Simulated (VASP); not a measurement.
```xyz
2
Lattice="0.0000 3.2050 3.2050 3.2050 0.0000 3.2050 3.2050 3.2050 0.0000" Properties=species:S:1:pos:R:3 pbc="T T T"
Te     3.2050     3.2050     3.2050
Pb     0.0000     0.0000     0.0000
```

Method: TPSS meta-GGA, VASP's PBE PAW potentials (set 64) (plane waves; VASP 6.6.1). Numerical set-up: 520 eV cut-off, 7×7×7 Γ-centred mesh, Gaussian smearing of 0.050 eV, potentials Te Pb_d.

Give the stress tensor in GPa (positive for a compressed cell).

```
2.98  0.00  0.00
0.00  2.98  0.00
0.00  0.00  2.98
```
The pressure is its mean diagonal, 2.98 GPa.

The compound is PbTe in the rock salt structure. This cell is one point of a volume scan, at 0.94 of the reference volume.
